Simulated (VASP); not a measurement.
Method: PBEsol GGA, VASP's PBE PAW potentials (set 64) (plane waves; VASP).

A VASP calculation is set up with these files.

**INCAR**
```
SYSTEM=ZnS
PREC=Accurate; ENCUT=400; LREAL=.FALSE.
LASPH=.TRUE.
EDIFF=1E-6; NELM=100; ALGO=Normal
LMAXMIX=4
ISMEAR=0; SIGMA=0.05
GGA=PS
IBRION=2; NSW=60; ISIF=3
EDIFFG=-0.01
LWAVE=.FALSE.; LCHARG=.FALSE.
```

### POSCAR
```
ZnS
1
    1.9100000000    -3.3082170000     0.0000000000
    1.9100000000     3.3082170000     0.0000000000
    0.0000000000     0.0000000000     6.2600000000
Zn S
2 2
Direct
  0.6666670000   0.3333330000   0.5000000000
  0.3333330000   0.6666670000   0.0000000000
  0.6666670000   0.3333330000   0.8750000000
  0.3333330000   0.6666670000   0.3750000000
```

### KPOINTS
```
Automatic mesh
0
Gamma
  7 7 4
```

POTCAR, in this order: Zn S (PBE.64 set). Program: vasp_std.

The resulting files:

**OSZICAR**
```
       N       E                     dE             d eps       ncg     rms          rms(c)
DAV:   1     0.208698787486E+03    0.20870E+03   -0.15181E+04  1056   0.164E+03
DAV:   2     0.259889189716E+01   -0.20610E+03   -0.20124E+03  1128   0.337E+02
DAV:   3    -0.155793961250E+02   -0.18178E+02   -0.18077E+02  1278   0.107E+02
DAV:   4    -0.159526166777E+02   -0.37322E+00   -0.37293E+00  1224   0.161E+01
DAV:   5    -0.159602050143E+02   -0.75883E-02   -0.75874E-02  1296   0.221E+00    0.969E+00
DAV:   6    -0.151375880643E+02    0.82262E+00   -0.21689E+00  1498   0.467E+01    0.747E+00
DAV:   7    -0.151704862005E+02   -0.32898E-01   -0.18617E+00  1104   0.805E+00    0.317E+00
DAV:   8    -0.151510918476E+02    0.19394E-01   -0.98411E-02  1468   0.444E+00    0.100E+00
DAV:   9    -0.151507310048E+02    0.36084E-03   -0.20467E-02  1464   0.262E+00    0.242E-01
DAV:  10    -0.151508673767E+02   -0.13637E-03   -0.12262E-03  1218   0.378E-01    0.173E-01
DAV:  11    -0.151509999348E+02   -0.13256E-03   -0.21080E-04  1220   0.200E-01    0.773E-02
DAV:  12    -0.151509992026E+02    0.73213E-06   -0.53155E-05  1308   0.129E-01    0.183E-02
DAV:  13    -0.151510002553E+02   -0.10527E-05   -0.47897E-06  1196   0.161E-02    0.967E-03
DAV:  14    -0.151510009402E+02   -0.68487E-06   -0.87319E-07   820   0.112E-02
   1 F= -.15151001E+02 E0= -.15151001E+02  d E =-.151510E+02
       N       E                     dE             d eps       ncg     rms          rms(c)
DAV:   1    -0.157396411782E+02   -0.58864E+00   -0.79303E+00  1248   0.518E+01    0.573E+00
DAV:   2    -0.152346206516E+02    0.50502E+00   -0.23117E+00  1200   0.429E+01    0.216E+00
DAV:   3    -0.151815916669E+02    0.53029E-01   -0.12084E-01  1238   0.410E+00    0.103E+00
DAV:   4    -0.151682920553E+02    0.13300E-01   -0.18875E-02  1408   0.119E+00    0.683E-01
DAV:   5    -0.151649794114E+02    0.33126E-02   -0.20302E-03  1730   0.102E+00    0.199E-01
DAV:   6    -0.151646642420E+02    0.31517E-03   -0.15979E-03  1252   0.387E-01    0.455E-02
DAV:   7    -0.151646360233E+02    0.28219E-04   -0.26638E-04  1516   0.218E-01    0.305E-02
DAV:   8    -0.151646351221E+02    0.90123E-06   -0.27841E-05  1410   0.113E-01    0.173E-02
DAV:   9    -0.151646350421E+02    0.79964E-07   -0.39311E-06  1086   0.173E-02
   2 F= -.15164635E+02 E0= -.15164635E+02  d E =-.136341E-01
       N       E                     dE             d eps       ncg     rms          rms(c)
DAV:   1    -0.152013610483E+02   -0.36726E-01   -0.50357E-01  1230   0.138E+01    0.139E+00
DAV:   2    -0.151711994864E+02    0.30162E-01   -0.12123E-01  1200   0.858E+00    0.535E-01
DAV:   3    -0.151675634913E+02    0.36360E-02   -0.45682E-03  1116   0.471E-01    0.263E-01
DAV:   4    -0.151666079270E+02    0.95556E-03   -0.54121E-04  1224   0.186E-01    0.134E-01
DAV:   5    -0.151664379030E+02    0.17002E-03   -0.13203E-04  1774   0.246E-01    0.130E-02
DAV:   6    -0.151664438334E+02   -0.59304E-05   -0.95257E-05  1122   0.113E-01    0.134E-02
DAV:   7    -0.151664449763E+02   -0.11429E-05   -0.11716E-05  1224   0.277E-02    0.885E-03
DAV:   8    -0.151664444934E+02    0.48290E-06   -0.17429E-06   588   0.188E-02
   3 F= -.15166444E+02 E0= -.15166444E+02  d E =-.154436E-01
       N       E                     dE             d eps       ncg     rms          rms(c)
DAV:   1    -0.151665651868E+02   -0.12021E-03   -0.18039E-03  1248   0.811E-01    0.835E-02
DAV:   2    -0.151664562648E+02    0.10892E-03   -0.44611E-04  1200   0.538E-01    0.322E-02
DAV:   3    -0.151664429446E+02    0.13320E-04   -0.16793E-05  1134   0.293E-02    0.156E-02
DAV:   4    -0.151664392295E+02    0.37151E-05   -0.17582E-06   792   0.125E-02    0.794E-03
DAV:   5    -0.151664382731E+02    0.95642E-06   -0.41604E-07   570   0.112E-02
   4 F= -.15166438E+02 E0= -.15166438E+02  d E =-.154373E-01
       N       E                     dE             d eps       ncg     rms          rms(c)
DAV:   1    -0.151664852980E+02   -0.46068E-04   -0.52223E-03  1056   0.512E-01    0.311E-02
DAV:   2    -0.151664805665E+02    0.47315E-05   -0.10451E-04  1360   0.107E-01    0.166E-02
DAV:   3    -0.151664760184E+02    0.45480E-05   -0.56212E-06  1212   0.255E-02    0.855E-03
DAV:   4    -0.151664748477E+02    0.11707E-05   -0.15742E-06   726   0.141E-02    0.169E-03
DAV:   5    -0.151664749100E+02   -0.62296E-07   -0.79274E-07   540   0.932E-03
   5 F= -.15166475E+02 E0= -.15166475E+02  d E =-.366369E-04
```

### OUTCAR
```
------------------------ aborting loop because EDIFF is reached ----------------------------------------
  FORCE on cell =-STRESS in cart. coord.  units (eV):
  Direction    XX          YY          ZZ          XY          YZ          ZX
  --------------------------------------------------------------------------------------
  Total       -0.0265892     -0.0265892      0.0037723      0.0000000      0.0000000      0.0000000
  in kB       -0.5538911     -0.5538911      0.0785818      0.0000000      0.0000000      0.0000000
  external PRESSURE =      -0.3430668 kB  Pullay stress =       0.0000000 kB
  volume of cell :       76.91
      direct lattice vectors                 reciprocal lattice vectors
     1.892027694 -3.277088054 -0.000000000     0.264266745 -0.152574478  0.000000000
     1.892027694  3.277088054  0.000000000     0.264266745  0.152574478  0.000000000
     0.000000000  0.000000000  6.202190374     0.000000000 -0.000000000  0.161233361
  FREE ENERGIE OF THE ION-ELECTRON SYSTEM (eV)
  ---------------------------------------------------
  free  energy   TOTEN  =       -15.1664749100 eV

  energy  without entropy=      -15.1664749100  energy(sigma->0) =      -15.16647491

 reached required accuracy - stopping structural energy minimisation
```
(Selected blocks of OUTCAR.)

File CONTCAR:
```
ZnS
   1.00000000000000
     1.8920276942382648   -3.2770880544893282   -0.0000000000000000
     1.8920276942382648    3.2770880544893282    0.0000000000000000
     0.0000000000000000    0.0000000000000000    6.2021903736775510
  Zn              S
     2     2
Direct
     0.6666669999999968    0.3333330000000032    0.5001811411122017
     0.3333330000000032    0.6666669999999968    0.0001811411122018
     0.6666669999999968    0.3333330000000032    0.8748188588877983
     0.3333330000000032    0.6666669999999968    0.3748188588877982
```

Energy and stress use the plane-wave basis of the starting cell.

The compound is ZnS in the wurtzite structure, the high-temperature form. This run relaxes it. Symmetry was kept, so distortions that lower it aren't found.
